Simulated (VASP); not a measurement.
Input:

```
CELL_PARAMETERS angstrom
      9.17585    -4.80660     0.00041
      9.17585     4.80660     0.00041
      6.65764     0.00000     7.93570
ATOMIC_POSITIONS crystal
  Ti 0.42750 0.42769 0.42343
  Al 0.17600 0.17600 0.17600
  Al 0.07400 0.07400 0.07400
  Al 0.32160 0.33055 0.32053
  Al 0.42600 0.42600 0.92600
  Al 0.17600 0.17600 0.67600
  Al 0.07400 0.07400 0.57400
  Al 0.32400 0.32400 0.82400
  Al 0.42600 0.92600 0.42600
  Al 0.17600 0.67600 0.17600
  Al 0.07400 0.57400 0.07400
  Al 0.32400 0.82400 0.32400
  Al 0.42600 0.92600 0.92600
  Al 0.17600 0.67600 0.67600
  Al 0.07922 0.57112 0.57657
  Al 0.32400 0.82400 0.82400
  Al 0.92600 0.42600 0.42600
  Al 0.67600 0.17600 0.17600
  Al 0.57400 0.07400 0.07400
  Al 0.82400 0.32400 0.32400
  Al 0.92600 0.42600 0.92600
  Al 0.67600 0.17600 0.67600
  Al 0.57150 0.07890 0.56904
  Al 0.82400 0.32400 0.82400
  Al 0.92600 0.92600 0.42600
  Al 0.67600 0.67600 0.17600
  Al 0.57774 0.56742 0.07779
  Al 0.82400 0.82400 0.32400
  Al 0.92600 0.92600 0.92600
  Al 0.67600 0.67600 0.67600
  Al 0.57400 0.57400 0.57400
  Al 0.82400 0.82400 0.82400
  O  0.22200 0.02800 0.37500
  O  0.02800 0.37500 0.22200
  O  0.27800 0.47200 0.12500
  O  0.12500 0.27800 0.47200
  O  0.47200 0.12500 0.27800
  O  0.37500 0.22200 0.02800
  O  0.22200 0.02800 0.87500
  O  0.02800 0.37500 0.72200
  O  0.27827 0.47585 0.62657
  O  0.12500 0.27800 0.97200
  O  0.47200 0.12500 0.77800
  O  0.37327 0.22831 0.52857
  O  0.22554 0.52267 0.37548
  O  0.02800 0.87500 0.22200
  O  0.27800 0.97200 0.12500
  O  0.12500 0.77800 0.47200
  O  0.46725 0.63020 0.27601
  O  0.37500 0.72200 0.02800
  O  0.22200 0.52800 0.87500
  O  0.02800 0.87500 0.72200
  O  0.27800 0.97200 0.62500
  O  0.12500 0.77800 0.97200
  O  0.47200 0.62500 0.77800
  O  0.37500 0.72200 0.52800
  O  0.72200 0.02800 0.37500
  O  0.53254 0.37637 0.21884
  O  0.77800 0.47200 0.12500
  O  0.62413 0.28222 0.46784
  O  0.97200 0.12500 0.27800
  O  0.87500 0.22200 0.02800
  O  0.72200 0.02800 0.87500
  O  0.52800 0.37500 0.72200
  O  0.77800 0.47200 0.62500
  O  0.62500 0.27800 0.97200
  O  0.97200 0.12500 0.77800
  O  0.87500 0.22200 0.52800
  O  0.72200 0.52800 0.37500
  O  0.52800 0.87500 0.22200
  O  0.77800 0.97200 0.12500
  O  0.62500 0.77800 0.47200
  O  0.97200 0.62500 0.27800
  O  0.87500 0.72200 0.02800
  O  0.72200 0.52800 0.87500
  O  0.52800 0.87500 0.72200
  O  0.77800 0.97200 0.62500
  O  0.62500 0.77800 0.97200
  O  0.97200 0.62500 0.77800
  O  0.87500 0.72200 0.52800
```
Cell charge +1.

Calculation: PBE GGA, VASP's PBE PAW potentials (set 64) (plane waves; VASP). Run with PREC = Normal, LREAL = Auto, ISYM = 0, NELECT = 384.0, EDIFF = 1E-5, 400 eV cut-off, 1×1×1 Γ-centred mesh, Gaussian smearing of 0.050 eV, potentials Ti Al O.

The cell is charged, with a uniform compensating background. The supercell is sampled at Γ alone, which is coarse: total energies, pressure and levels can be off, energies of defects by several tenths of an eV.

Problem. The ions are relaxed. What does this cell relax into?

Solution. 
```
CELL_PARAMETERS angstrom
      9.17585    -4.80660     0.00041
      9.17585     4.80660     0.00041
      6.65764     0.00000     7.93570
ATOMIC_POSITIONS crystal
  Ti 0.42751 0.42776 0.42713
  Al 0.17610 0.17642 0.17589
  Al 0.07382 0.07391 0.07371
  Al 0.32220 0.32230 0.32219
  Al 0.42696 0.42688 0.92600
  Al 0.17441 0.17524 0.67752
  Al 0.07359 0.07478 0.57382
  Al 0.32525 0.32088 0.82947
  Al 0.42675 0.92626 0.42677
  Al 0.17517 0.67779 0.17416
  Al 0.07456 0.57416 0.07343
  Al 0.32060 0.83003 0.32500
  Al 0.42505 0.92652 0.92707
  Al 0.17372 0.67943 0.67829
  Al 0.06675 0.57762 0.57550
  Al 0.32400 0.82389 0.82359
  Al 0.92606 0.42708 0.42656
  Al 0.67765 0.17457 0.17491
  Al 0.57398 0.07377 0.07443
  Al 0.82962 0.32542 0.32040
  Al 0.92745 0.42514 0.92609
  Al 0.67848 0.17379 0.67910
  Al 0.57568 0.06690 0.57718
  Al 0.82388 0.32406 0.82363
  Al 0.92629 0.92751 0.42487
  Al 0.67920 0.67874 0.17338
  Al 0.57747 0.57597 0.06630
  Al 0.82383 0.82393 0.32373
  Al 0.92641 0.92658 0.92629
  Al 0.67557 0.67562 0.67523
  Al 0.57388 0.57401 0.57368
  Al 0.82406 0.82412 0.82368
  O  0.22145 0.02925 0.37495
  O  0.02890 0.37539 0.22128
  O  0.27789 0.47214 0.12485
  O  0.12483 0.27810 0.47194
  O  0.47204 0.12508 0.27775
  O  0.37521 0.22170 0.02874
  O  0.22204 0.02844 0.87497
  O  0.02965 0.37527 0.72092
  O  0.27620 0.47004 0.63000
  O  0.12559 0.27827 0.97191
  O  0.47266 0.12536 0.77674
  O  0.37703 0.21701 0.52785
  O  0.21690 0.52846 0.37674
  O  0.02828 0.87525 0.22186
  O  0.27811 0.97227 0.12531
  O  0.12512 0.77732 0.47250
  O  0.46987 0.63056 0.27585
  O  0.37520 0.72126 0.02925
  O  0.22241 0.52844 0.87464
  O  0.02716 0.87673 0.72158
  O  0.27809 0.97160 0.62512
  O  0.12541 0.77850 0.97137
  O  0.47185 0.62490 0.77807
  O  0.37411 0.72127 0.52863
  O  0.72110 0.02975 0.37491
  O  0.52820 0.37728 0.21648
  O  0.77698 0.47290 0.12486
  O  0.63028 0.27619 0.46965
  O  0.97204 0.12574 0.27786
  O  0.87516 0.22216 0.02811
  O  0.72172 0.02731 0.87638
  O  0.52884 0.37429 0.72080
  O  0.77831 0.47191 0.62460
  O  0.62534 0.27823 0.97125
  O  0.97154 0.12550 0.77826
  O  0.87483 0.22252 0.52801
  O  0.72095 0.52896 0.37391
  O  0.52819 0.87508 0.22214
  O  0.77838 0.97168 0.12521
  O  0.62485 0.77837 0.47158
  O  0.97144 0.62542 0.27789
  O  0.87656 0.72190 0.02694
  O  0.72370 0.52827 0.87245
  O  0.52813 0.87294 0.72331
  O  0.77800 0.97202 0.62501
  O  0.62528 0.77815 0.97152
  O  0.97201 0.62531 0.77778
  O  0.87280 0.72373 0.52793
```
Cell charge +1.

Problem. How much energy does the relaxation gain?

Solution. The energy (σ→0) changes by -10.3 meV/atom, in 14 ionic steps.

The cell is a supercell with a defect, built from Al2O3 (corundum): Ti_Al, charge +1. The run is not spin-polarised, so no state with unpaired spins was tried.
